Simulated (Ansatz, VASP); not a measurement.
**InAs: VASP beside Ansatz**

Aim: how closely do two programs agree when they are given the same cell, functional and k mesh? The cell is taken from a series of runs on this material, whose earlier steps may have relaxed, scaled, displaced or heated it; both programs get it as it stands.

Program: Ansatz 0.2.0. Level of theory: plane waves, with VASP 6.6.1 beside it; zone-centre phonons at LDA. Results are calculated unless marked as measured.

## (1) Set-up

Symmetry: F-43m, No. 216, cubic system. Conventional cell: a = 5.985 Å, b = 5.985 Å, c = 5.985 Å, α = 90.00°, β = 90.00°, γ = 90.00°. Nearest to As lie 4 In at 2.59 Å. Nearest to In lie 4 As at 2.59 Å. Farther neighbours are not listed.

## (2) VASP: zone-centre phonons, LDA, pair 1

Second derivatives magnify differences that forces hide, and they need a tight electronic threshold.

Lines of VASP's logs that name or quote its potential files are left out, and so is its time.

INCAR reads:

```
SYSTEM = InAs
PREC = Accurate
ENCUT = 500
EDIFF = 1E-08
NELM = 120
ISMEAR = 1
SIGMA = 0.2
LREAL = .FALSE.
ALGO = Normal
GGA = CA
NBANDS = 15
LORBIT = 11
LWAVE = .FALSE.
LCHARG = .FALSE.
ISIF = 2
IBRION = 8
LASPH = .TRUE.
GGA_COMPAT = .FALSE.
KPAR = 2
```

POSCAR reads:

```
InAs
1.0
    0.0000000000      2.9926901664      2.9926901664
    2.9926901664      0.0000000000      2.9926901664
    2.9926901664      2.9926901664      0.0000000000
As In
1 1
Direct
    0.7500000000      0.7500000000      0.7500000000
    0.0000000000      0.0000000000      0.0000000000
```

KPOINTS reads:

```
Automatic mesh
0
Gamma
12 12 12
0 0 0
```

Potentials, in the order of the species: As and In_d (LDA family, release 64).

Run with:

```bash
> mpirun -np 2 vasp_std
```

Numbers of over 12 decimals in the logs are rounded to 6 here.

What it wrote:

```text
[banner, memory and clock lines left out]
running    2 mpi-ranks, on    1 nodes
 distrk:  each k-point on    1 cores,    2 groups
 distr:  one band on    1 cores,    1 groups

 POSCAR found type information on POSCAR AsIn
 POSCAR found :  2 types and       2 ions
 LDA part: xc-table for (Slater(with rela. corr.)+CA(PZ))
 , standard interpolation
 POSCAR, INCAR and KPOINTS ok, starting setup
 FFT: planning ... GRIDC
 FFT: planning ... GRID_SOFT
 FFT: planning ... GRID
 WAVECAR not read
 entering main loop
       N       E                     dE             d eps       ncg     rms          rms(c)
DAV:   1     0.112332054675E+03    0.11233E+03   -0.81494E+03  2167   0.127E+03
DAV:   2    -0.148579290252E+01   -0.11382E+03   -0.10936E+03  2328   0.303E+02
DAV:   3    -0.914602033951E+01   -0.76602E+01   -0.76201E+01  2755   0.801E+01
DAV:   4    -0.934102734639E+01   -0.19501E+00   -0.19495E+00  2630   0.142E+01
DAV:   5    -0.935026537084E+01   -0.92380E-02   -0.92378E-02  3312   0.263E+00    0.494E+00
DAV:   6    -0.906871522440E+01    0.28155E+00   -0.38702E-01  3387   0.115E+01    0.273E+00
DAV:   7    -0.902737513686E+01    0.41340E-01   -0.11699E-01  3038   0.330E+00    0.692E-01
DAV:   8    -0.902400012796E+01    0.33750E-02   -0.12637E-02  2869   0.138E+00    0.247E-01
DAV:   9    -0.902387739627E+01    0.12273E-03   -0.80945E-04  2764   0.251E-01    0.159E-01
DAV:  10    -0.902389711934E+01   -0.19723E-04   -0.12724E-04  3273   0.203E-01    0.733E-02
DAV:  11    -0.902389939126E+01   -0.22719E-05   -0.38996E-05  3312   0.123E-01    0.439E-02
DAV:  12    -0.902389720429E+01    0.21870E-05   -0.50397E-06  3205   0.305E-02    0.683E-03
DAV:  13    -0.902389725622E+01   -0.51932E-07   -0.66849E-07  2685   0.508E-03    0.122E-03
DAV:  14    -0.902389725023E+01    0.59861E-08   -0.27615E-08  2851   0.259E-03
   1 F= -.90238973E+01 E0= -.90240226E+01  d E =0.376134E-03
 Linear response reoptimize wavefunctions to high precision
DAV:   1    -0.902389725043E+01   -0.19395E-09   -0.34702E-09  2256   0.903E-04
DAV:   2    -0.902389725049E+01   -0.63210E-10   -0.81729E-10  1507   0.236E-04
 Linear response DOF=           2
 Linear response progress:
  Degree of freedom:   1/  2
       N       E                     dE             d eps       ncg     rms          rms(c)
RMM:   1    -0.475648912922E-01   -0.47565E-01    0.64298E-02 17557   0.161E+00
RMM:   2    -0.452950390170E-01    0.22699E-02    0.15837E-03 13277   0.599E-01    0.113E-01
RMM:   3    -0.460121070610E-01   -0.71707E-03   -0.20674E-03 15416   0.256E-01    0.480E-02
RMM:   4    -0.461828492022E-01   -0.17074E-03   -0.16554E-04 15716   0.851E-02    0.109E-02
RMM:   5    -0.462133789536E-01   -0.30530E-04   -0.19767E-05 16301   0.316E-02    0.502E-03
RMM:   6    -0.461968914665E-01    0.16487E-04   -0.25281E-06 15814   0.853E-03    0.157E-03
RMM:   7    -0.461957419599E-01    0.11495E-05   -0.24336E-07 17248   0.283E-03    0.116E-03
RMM:   8    -0.461959586373E-01   -0.21668E-06   -0.55207E-08 16630   0.114E-03    0.743E-04
RMM:   9    -0.461965857131E-01   -0.62708E-06   -0.68564E-09 15774   0.423E-04    0.823E-05
RMM:  10    -0.461966812363E-01   -0.95523E-07    0.69874E-08 17114   0.176E-04    0.821E-05
RMM:  11    -0.461966708068E-01    0.10430E-07   -0.65301E-08 18086   0.720E-05    0.282E-05
RMM:  12    -0.461966819143E-01   -0.11108E-07    0.14889E-08 16748   0.299E-05    0.100E-05
RMM:  13    -0.461966794516E-01    0.24627E-08   -0.92580E-09 17584   0.164E-05    0.270E-06
 first order change of Fermi-energy   0.30601E-03
 force on displaced ion       1 direction 1 :  -8.108   0.000   0.000
 Linear response progress:
  Degree of freedom:   2/  2
       N       E                     dE             d eps       ncg     rms          rms(c)
RMM:   1    -0.235219214014E+00   -0.23522E+00   -0.80795E-02 11347   0.498E+00
RMM:   2    -0.237742534008E+00   -0.25233E-02   -0.14155E-02 14246   0.107E+00    0.807E-02
RMM:   3    -0.237728652750E+00    0.13881E-04   -0.16746E-03 15460   0.332E-01    0.398E-02
RMM:   4    -0.237555010702E+00    0.17364E-03   -0.15727E-04 15812   0.110E-01    0.208E-02
RMM:   5    -0.237516993385E+00    0.38017E-04   -0.21128E-05 16485   0.407E-02    0.768E-03
RMM:   6    -0.237520202915E+00   -0.32095E-05   -0.94123E-06 16557   0.136E-02    0.190E-03
RMM:   7    -0.237529710983E+00   -0.95081E-05   -0.50577E-06 16567   0.403E-03    0.690E-04
RMM:   8    -0.237528345024E+00    0.13660E-05    0.82298E-07 16657   0.172E-03    0.421E-04
RMM:   9    -0.237527730041E+00    0.61498E-06   -0.66330E-07 16841   0.765E-04    0.840E-05
RMM:  10    -0.237527313616E+00    0.41643E-06    0.16979E-07 17161   0.322E-04    0.371E-05
RMM:  11    -0.237527189127E+00    0.12449E-06   -0.93008E-08 17495   0.166E-04    0.703E-06
RMM:  12    -0.237527225900E+00   -0.36773E-07    0.96096E-08 17194   0.965E-05    0.623E-06
RMM:  13    -0.237527232274E+00   -0.63736E-08    0.62766E-08 18344   0.625E-05    0.581E-06
 first order change of Fermi-energy  -0.44371E-04
 force on displaced ion       2 direction 1 :  -8.101   0.000   0.000
 Linear response finished
```

OUTCAR, selected parts (step 2):

```text
ion  position               nearest neighbor table
   1  0.750  0.750  0.750-   2 2.59   2 2.59   2 2.59   2 2.59
   2  0.000  0.000  0.000-   1 2.59   1 2.59   1 2.59   1 2.59

  LATTYP: Found a face centered cubic cell.
 ALAT       =     5.9853803328

 Subroutine GETGRP returns: Found 24 space group operations
 (whereof 24 operations were pure point group operations)

The static configuration has the point symmetry T_d .

 Found     72 irreducible k-points:

   k-points           NKPTS =     72   k-points in BZ     NKDIM =     72   number of bands    NBANDS=     15

   dimension x,y,z NGX =    32 NGY =   32 NGZ =   32
   dimension x,y,z NGXF=    64 NGYF=   64 NGZF=   64

   ENCUT  =  500.0 eV  36.75 Ry    6.06 a.u.   7.72  7.72  7.72*2*pi/ulx,y,z

   NELECT =      18.0000    total number of electrons

 k-points in reciprocal lattice and weights: Automatic mesh
   0.00000000  0.00000000  0.00000000       0.001
   0.08333333  0.00000000  0.00000000       0.005
   0.16666667  0.00000000  0.00000000       0.005
   0.25000000  0.00000000  0.00000000       0.005
   0.33333333  0.00000000  0.00000000       0.005
   0.41666667  0.00000000  0.00000000       0.005
   0.50000000  0.00000000  0.00000000       0.002
   0.08333333  0.08333333  0.00000000       0.003
   0.16666667  0.08333333  0.00000000       0.014
[...]
-0.33333333  0.50000000  0.16666667       0.007
  -0.25000000  0.50000000  0.25000000       0.003

 average (electrostatic) potential at core
       1 -52.8255       2 -95.8374

  Total        0.4868672      0.4868672      0.4868672      0.0000000      0.0000000      0.0000000
  in kB       14.5514345     14.5514345     14.5514345      0.0000000      0.0000000      0.0000000
  external PRESSURE =      14.5514345 kB  Pullay stress =       0.0000000 kB

  energy-cutoff  :      500.00
  volume of cell :       53.61
      direct lattice vectors                 reciprocal lattice vectors
     0.000000000  2.992690166  2.992690166    -0.167073760  0.167073760  0.167073760
     2.992690166  0.000000000  2.992690166     0.167073760 -0.167073760  0.167073760
     2.992690166  2.992690166  0.000000000     0.167073760  0.167073760 -0.167073760

 POSITION                                       TOTAL-FORCE (eV/Angst)
 -----------------------------------------------------------------------------------
      4.48904      4.48904      4.48904        -0.000000     -0.000000     -0.000000
      0.00000      0.00000      0.00000         0.000000      0.000000      0.000000
 -----------------------------------------------------------------------------------
    total drift:                                0.000000      0.000000      0.000000

 Eigenvectors and eigenvalues of the dynamical matrix
 ----------------------------------------------------

   1 f  =    6.610022 THz    41.531995 2PiTHz  220.486609 cm-1    27.336843 meV
             X         Y         Z           dx          dy          dz
      4.489035  4.489035  4.489035    -0.778042    0.000000    0.000000
      0.000000  0.000000  0.000000     0.628212    0.000000    0.000000

   2 f  =    6.610022 THz    41.531995 2PiTHz  220.486609 cm-1    27.336843 meV
             X         Y         Z           dx          dy          dz
      4.489035  4.489035  4.489035     0.000000   -0.778042   -0.000000
      0.000000  0.000000  0.000000     0.000000    0.628212    0.000000

   3 f  =    6.610022 THz    41.531995 2PiTHz  220.486609 cm-1    27.336843 meV
             X         Y         Z           dx          dy          dz
      4.489035  4.489035  4.489035     0.000000    0.000000   -0.778042
      0.000000  0.000000  0.000000     0.000000    0.000000    0.628212

   4 f/i=    0.001438 THz     0.009032 2PiTHz    0.047951 cm-1     0.005945 meV
             X         Y         Z           dx          dy          dz
      4.489035  4.489035  4.489035     0.000000    0.237108   -0.581747
      0.000000  0.000000  0.000000     0.000000    0.293659   -0.720496

   5 f/i=    0.001438 THz     0.009032 2PiTHz    0.047951 cm-1     0.005945 meV
             X         Y         Z           dx          dy          dz
      4.489035  4.489035  4.489035    -0.628212    0.000000    0.000000
      0.000000  0.000000  0.000000    -0.778042    0.000000    0.000000

   6 f/i=    0.001438 THz     0.009032 2PiTHz    0.047951 cm-1     0.005945 meV
             X         Y         Z           dx          dy          dz
      4.489035  4.489035  4.489035     0.000000    0.581747    0.237108
      0.000000  0.000000  0.000000     0.000000    0.720496    0.293659

 ELASTIC MODULI CONTR FROM IONIC RELAXATION (kBar)
 Direction    XX          YY          ZZ          XY          YZ          ZX
 --------------------------------------------------------------------------------
 XX          -0.0000     -0.0000      0.0000     -0.0000     -0.0000      0.0000
 YY          -0.0000     -0.0000      0.0000      0.0000      0.0000      0.0000
 ZZ           0.0000      0.0000     -0.0000     -0.0000      0.0000     -0.0000
 XY          -0.0000      0.0000     -0.0000   -274.3015      0.0000      0.0000
 YZ          -0.0000      0.0000      0.0000      0.0000   -274.3015      0.0000
 ZX           0.0000      0.0000     -0.0000      0.0000      0.0000   -274.3015
 --------------------------------------------------------------------------------
```

## (3) Ansatz: zone-centre phonons, LDA, pair 1

Ansatz runs on its PAW soft_1 files.

The same cell, functional (in two slightly different forms), mesh and smearing now go to Ansatz, which takes its cutoff from its data sets.

input.yaml reads:

```yaml
crystal:
  lattice:
    - [0.0, 2.9926901664, 2.9926901664]
    - [2.9926901664, 0.0, 2.9926901664]
    - [2.9926901664, 2.9926901664, 0.0]
  atoms:
    - { symbol: As, position: [0.75, 0.75, 0.75] }
    - { symbol: In, position: [0.0, 0.0, 0.0] }
kpoints:
  mp_grid: { grid: [12, 12, 12] }
hamiltonian:
  xc: lda
  pseudopotentials: { kind: paw, azcp: { folder: soft_1 }, xc_functional: pbe }
scf:
  occupations: { method: methfessel_paxton, width: 0.2 }
output:
  eigenvalues: true
phonons:
  method: dfpt
```

Run with:

```bash
> ansatz run input.yaml --threads 4 --pin off --max-ram 10240MiB --backend cpu --events-out ev --progress --plain --runs-dir out
```

What it wrote:

```text
zone centre: on kpoints.mp_grid the ground state, and the responses unless they are solved on pairs of k-points, stand on 163 of the mesh's 1728 k-points, reduced under 8 symmetry operations, with k and −k counted as one. Each operation leaves every solved displacement unchanged or reverses it
Engine: ansatz 0.2.0, aarch64-unknown-linux-gnu
Pseudopotentials: kind: paw
Pseudopotential: As, paw, valence charge 15, recommended cutoff 420 eV (normal), soft_1/As.paw.azcp
Pseudopotential: In, paw, valence charge 13, recommended cutoff 420 eV (normal), soft_1/In.paw.azcp
Functional definition: SPW92
  exchange = slater_x
  correlation = pw_c
Crystal: 2 atoms, lattice volume = 53.606 Å³
Basis set: ecut = 420 eV, 1067 PW (Γ), exchange–correlation on 60×60×60 points (8 copies of the dense FFT grid, shifted against one another)
Bands: 18, of which v1, the nominal top of the filled ones, is band 14 counted from 1 (13 counted from 0)
Symmetry: 24 space group operations
k-points: 163 of 1728 (irreducible under 8 space group operations, time reversal used)
Non-local potential: As, projectors of the file, l = 0: 2, l = 1: 2, l = 2: 3, l = 3: 1
Non-local potential: In, projectors of the file, l = 0: 2, l = 1: 2, l = 2: 2, l = 3: 1
PAW form: soft (Blöchl's): semilocal exchange-correlation on the pseudo side does not see the compensation charge
PAW frozen core: As, regenerated for the run's functional, and the local potential with it (the file was generated under x = pbe(κ = 0.804, μ = 0.219515), c = pbe(β = 0.066725))
PAW frozen core: In, regenerated for the run's functional, and the local potential with it (the file was generated under x = pbe(κ = 0.804, μ = 0.219515), c = pbe(β = 0.066725))
PAW one-centre angular grid: As, 590 points (default); XC on 64 Gauss nodes
PAW one-centre angular grid: In, 590 points (default); XC on 64 Gauss nodes
Initial density: superposition of atomic densities (chi_scale 0.1, normalization cell, long waves kept (reshape's long-wave potential 0.00 eV rms))
Initial wavefunctions: pseudopotential atomic-orbital guess
Functional: x = slater, c = lda
SCF iter   1: F=—  HF=-10231.429902 eV  |F-HF|=—  |Δ(HF+E_count)|=         —  Δρ=2.88e-2  dr2=3.97e-1  ethr=3.10e-3  ⟨swp⟩=5.3  Hψ=14910  notcnv=0
preconditioner: auto → none  [insulator: Δε(μ)=0.881 eV  Ē_g=14.799 eV  σ=0.200 eV  W_gap=0.68  n_scr=14 (ndim 8)  ℏωp=21.5 eV  f_vac=0.004  D(μ)=0.06/eV (n_scr^D=0)  ε∞_Penn≈3.1]
SCF iter   2: F=—  HF=-10231.315935 eV  |F-HF|=—  |Δ(HF+E_count)|=   1.14e-1  S|Δr|=    0.00e0  Δρ=1.27e-2  dr2=6.38e-2  ethr=1.42e-3  ⟨swp⟩=2.0  Hψ=4852  notcnv=0
SCF iter   3: F=—  HF=-10231.301315 eV  |F-HF|=—  |Δ(HF+E_count)|=   1.46e-2  S|Δr|=    0.00e0  Δρ=2.58e-3  dr2=7.70e-3  ethr=2.28e-4  ⟨swp⟩=2.2  Hψ=5629  notcnv=0
SCF iter   4: F=—  HF=-10231.297887 eV  |F-HF|=—  |Δ(HF+E_count)|=   3.43e-3  S|Δr|=    0.00e0  Δρ=6.99e-4  dr2=1.25e-4  ethr=2.75e-5  ⟨swp⟩=2.0  Hψ=5217  notcnv=0
SCF iter   5: F=—  HF=-10231.297914 eV  |F-HF|=—  |Δ(HF+E_count)|=   2.64e-5  S|Δr|=    0.00e0  Δρ=1.80e-4  dr2=5.91e-6  ethr=4.47e-7  ⟨swp⟩=3.0  Hψ=5232  notcnv=0
SCF iter   6: F=—  HF=-10231.297918 eV  |F-HF|=—  |Δ(HF+E_count)|=   4.76e-6  S|Δr|=    0.00e0  Δρ=1.54e-5  dr2=7.15e-8  ethr=2.11e-8  ⟨swp⟩=2.2  Hψ=5242  notcnv=0
SCF iter   7: F=—  HF=-10231.297919 eV  |F-HF|=—  |Δ(HF+E_count)|=   1.17e-7  S|Δr|=    0.00e0  Δρ=2.73e-6  dr2=3.55e-9  ethr=2.55e-10  ⟨swp⟩=2.3  Hψ=4302  notcnv=0
SCF iter   8: F=—  HF=-10231.297919 eV  |F-HF|=—  |Δ(HF+E_count)|=   3.24e-9  S|Δr|=    0.00e0  Δρ=5.33e-7  dr2=5.36e-11  ethr=1.27e-11  ⟨swp⟩=2.0  Hψ=5217  notcnv=0
SCF iter   9: F=-10231.297919 eV  HF=-10231.297919 eV  |F-HF|=0.00e0  |Δ(HF+E_count)|=  2.55e-11  S|Δr|=    0.00e0  Δρ=6.17e-8  dr2=6.27e-13  ethr=1.00e-12  ⟨swp⟩=5.3  Hψ=11990  notcnv=0
SCF 1 converged in 9 iterations: F = -10231.297919 eV  dr2 = 6.27e-13
  greatest PAW one-centre occupation: 0.999 electrons in one spin orbital (limit 2), on the As atom at site 0 (counted from 0), in its partial waves of l = 2
DFPT response loops at Γ: preconditioner auto → Kerker (q_TF=auto, 2.448 Å⁻¹) (partly filled bands, converged f_vac=0.078); β = 1.00, the filter's whole step (`scf.mixing.beta` (0.50) is not read by the response loops under this deck's `scf.mixing.preconditioner`; to damp them name `kerker` or `kerker_dos`, under which they read `scf.mixing.beta`, and type it under 1.00, their step now; both keys bind the ground state too); Broyden in place of MSR1
SCF converged after 9 iterations
Stability not checked: this state was not tested for a lower state beside it, because cold or Methfessel-Paxton smearing, or corrected tetrahedra, fill the levels in a way that the test cannot read (fill_not_monotonic; see scf.lower_state_search)
Free energy (F): -10231.297919 eV
Harris-Foulkes:  -10231.297919 eV  (|F-HF|=0.00e0)
Internal energy: -10231.298295 eV  (E = F + TS)
E sigma→0 (E₀):  -10231.298013 eV
Entropy (-TS):   0.000376 eV (0.188 meV/atom)
Fermi energy:    7.814138 eV
Step filling:    the computed levels leave a gap of 0.0000 eV = 0.0 smearing widths at the electron count; against every level under it full and every level over it empty, smearing changes F+E_penalty+E_count by +0.156 meV and its σ→0 estimate by +0.062 meV
--- Per-component energies (eV) ---
  E_band       = -317.447272
  E_kinetic    = 319.285160
  E_local      = -3444.663338  (includes V_loc(G=0)·N_el)
  E_nonlocal   = -59.436130
  E_hartree    = 1714.949981
  E_xc         = -212.700363
  E_vxc        = -165.149176  (∫ρ·V_xc dr)
  E_paw        = -6001.915873  (= ΣΔE_a)
  E_vpaw       = -397.383799  (= ΣTr[D̂ρ^β])
  E_aug_tail   = 0.000074  (compensation charges beyond the density's cutoff)
  E_ewald      = -2549.177569
  E_core_change = 2.359764  (= ΣΔE_core)
  E_smearing   = 0.000376  (= −TS)
  E_closure    = -0.000000  (closes the sum)
  Σ components = -10231.297919   (vs F -10231.297919, Δ=0.00e0)
--- Band table (eV; the first three rows and the last of 163) ---
  k-point 0: bands = [... 10 lower, -4.3685, 7.4886, 7.7725, 7.7725, 7.7725, 11.6215, 11.6215, 11.6215]
  k-point 1: bands = [... 10 lower, -4.2909, 6.4359, 7.6747, 7.6747, 8.5531, 11.6513, 11.7633, 11.7633]
  k-point 2: bands = [... 10 lower, -4.0673, 5.1676, 7.4384, 7.4384, 8.9555, 12.0406, 12.0850, 12.0850]
  k-point 162: bands = [... 10 lower, -2.1591, 1.8626, 4.6634, 4.7327, 11.9978, 12.0205, 12.7270, 13.7696]
--- Phonons (Γ-DFPT): 2 representative perturbations + reference, on 163 of 1728 k-points (Σ response iterations 6) ---
  k mesh reduced under 8 symmetry operations, with k and −k counted as one. Each operation leaves every solved displacement unchanged or reverses it
  ASR residual: 5.409e-5 → 0.000e0 eV/Å²; symmetrization residual: 1.912e-5 eV/Å²
  ASR residual per site (eV/Å²): 3.57e-5 5.41e-5
  Γ frequencies (cm⁻¹): 0.00 0.00 0.00 219.57 219.57 219.57
  non-analytic LO–TO correction: not included (Born effective charges unavailable; polar crystals: no LO–TO splitting at Γ)
```

## (4) Side by side

Known differences besides the potentials themselves: the two LDA forms differ slightly; the data sets hold 28 valence electrons in Ansatz (on its PAW soft_1 files) and 18 in VASP; the cutoff is 420 eV in Ansatz and 500 eV in VASP; VASP's log shows a relativistic correction to its local exchange, Ansatz's none. Total energies have different zeros and are not compared.

Compared:

```tsv
quantity	Ansatz	VASP	difference
optical mode 1 to 3 (cm⁻¹)	219.6	220.5	-0.42 %
```

Modes are paired by rising frequency, not by their patterns, so a pair may set unlike modes beside each other; they are those without the splitting of longitudinal modes.

(Continued in part 2 of 2.)

[Lines on the potential files, build, host, timing and source positions are cut from VASP's logs without a mark.]

[Logs are printed without paths, hosts, clocks, repeated set-up lines and the standing remarks that a program may print on its own settings, such as how far it seeks lower states.]

[Hosts, paths, dates, database ids (printed as entryN), source tags and the programs' standing remarks are cut or masked in the printed files.]
